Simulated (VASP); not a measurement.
An input for Quantum ESPRESSO's pw.x (written as the equivalent of a VASP run, and not itself run):

```
&CONTROL
  calculation = 'scf'
  pseudo_dir = './pseudo'
  outdir = './out'
  tprnfor = .true.
  tstress = .true.
/
&SYSTEM
  ibrav = 0
  nat = 2
  ntyp = 2
  ecutwfc = 84
  occupations = 'smearing'
  smearing = 'methfessel-paxton'
  degauss = 0.00735
  input_dft = 'pbe'
/
&ELECTRONS
  conv_thr = 7.3e-08
  electron_maxstep = 100
/
ATOMIC_SPECIES
  Ti 47.867 Ti.upf
  Al 26.982 Al.upf
CELL_PARAMETERS angstrom
     2.8725310    0.0000000    0.0000000
     0.0000000    2.8241150    0.0000000
     0.0000000    0.0000000    4.0770390
ATOMIC_POSITIONS crystal
  Ti   0.0000000  0.0000000  0.0000000
  Al   0.5149240  0.5000000  0.5000000
K_POINTS automatic
  11 12 8 0 0 0
HUBBARD {ortho-atomic}
U Ti-3d 3
```

Translate this input to VASP (INCAR, KPOINTS, POSCAR, choice of POTCAR).

This is not unique; one that fits is 
### INCAR
```
ALGO=Normal
EDIFF=1E-6
ENCUT=400
GGA=PE
ISIF=2
ISMEAR=1
LASPH=.TRUE.
LCHARG=.FALSE.
LDAU=.TRUE.
LDAUJ=0 0
LDAUL=2 -1
LDAUPRINT=1
LDAUTYPE=2
LDAUU=3.0 0
LMAXMIX=4
LORBIT=10
LREAL=.FALSE.
LWAVE=.FALSE.
NELM=100
PREC=Accurate
SIGMA=0.1
SYSTEM=TiAl
```

**POSCAR**
```
TiAl
1
    2.8725310000     0.0000000000     0.0000000000
    0.0000000000     2.8241150000     0.0000000000
    0.0000000000     0.0000000000     4.0770390000
Ti Al
1 1
Direct
  0.0000000000   0.0000000000   0.0000000000
  0.5149240000   0.5000000000   0.5000000000
```

File KPOINTS:
```
Automatic mesh
0
Gamma
11 12 8
0 0 0
```

POTCAR, in this order: Ti_sv Al (PBE.64 set). Program: vasp_std.

Limits of the translation: the potentials are each code's own (VASP's PAW set, PseudoDojo norm-conserving files in pw.x), so ENCUT and ecutwfc are chosen apart and not converted; conv_thr bounds pw.x's estimated SCF error, while EDIFF bounds the energy change between steps; the +U projectors differ (PAW spheres against orthogonalised atomic orbitals), so the same U acts differently.

The compound is TiAl in the L1_0 structure. The cell was not relaxed at this level, atoms are displaced from their ideal sites. The run is one of a series of settings (LDAU = .TRUE., LDAUJ = 0 0, LDAUL = 2 -1, LDAUTYPE = 2, LDAUU = 3.0 0 against the base run), some of them coarse on purpose.
